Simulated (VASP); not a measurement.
An input for Quantum ESPRESSO's pw.x (written as the equivalent of a VASP run, and not itself run):

```
&CONTROL
  calculation = 'scf'
  pseudo_dir = './pseudo'
  outdir = './out'
  tprnfor = .true.
  tstress = .true.
/
&SYSTEM
  ibrav = 0
  nat = 2
  ntyp = 2
  ecutwfc = 84
  occupations = 'smearing'
  smearing = 'gaussian'
  degauss = 0.000735
  input_dft = 'pbe'
/
&ELECTRONS
  conv_thr = 7.3e-10
  electron_maxstep = 100
/
ATOMIC_SPECIES
  Ga 69.723 Ga.upf
  As 74.922 As.upf
CELL_PARAMETERS angstrom
     0.0000000    2.7868200    2.7868200
     2.7868200    0.0000000    2.7868200
     2.7868200    2.7868200    0.0000000
ATOMIC_POSITIONS crystal
  Ga   0.0000000  0.0000000  0.0000000
  As   0.2500000  0.2500000  0.2500000
K_POINTS automatic
  4 4 4 0 0 0
```

### Question
Translate this input to VASP (INCAR, KPOINTS, POSCAR, choice of POTCAR).

### Answer
One answer among several that fit: 
File POSCAR:
```
GaAs
1
    0.0000000000     2.7868200000     2.7868200000
    2.7868200000     0.0000000000     2.7868200000
    2.7868200000     2.7868200000     0.0000000000
Ga As
1 1
Direct
  0.0000000000   0.0000000000   0.0000000000
  0.2500000000   0.2500000000   0.2500000000
```

### INCAR
```
SYSTEM = GaAs
PREC = Normal
ENCUT = 500
EDIFF = 1E-8
NELM = 100
ALGO = Normal
LREAL = .FALSE.
LASPH = .TRUE.
ISMEAR = 0
SIGMA = 0.01
GGA = PE
LWAVE = .TRUE.
LCHARG = .FALSE.
```

**KPOINTS**
```
kpoints
0
gamma
4 4 4
```

POTCAR, in this order: Ga_d_GW As_GW (PBE.64 set). Program: vasp_std.

Limits of the translation: the potentials are each code's own (VASP's PAW set, PseudoDojo norm-conserving files in pw.x), so ENCUT and ecutwfc are chosen apart and not converted; conv_thr bounds pw.x's estimated SCF error, while EDIFF bounds the energy change between steps.

The compound is GaAs in the zinc blende structure. This cell is one point of a volume scan, at 0.96 of the reference volume. The k-mesh is coarse (spacing up to 0.49 per Å, 2π included), so the numbers may not be converged in it.
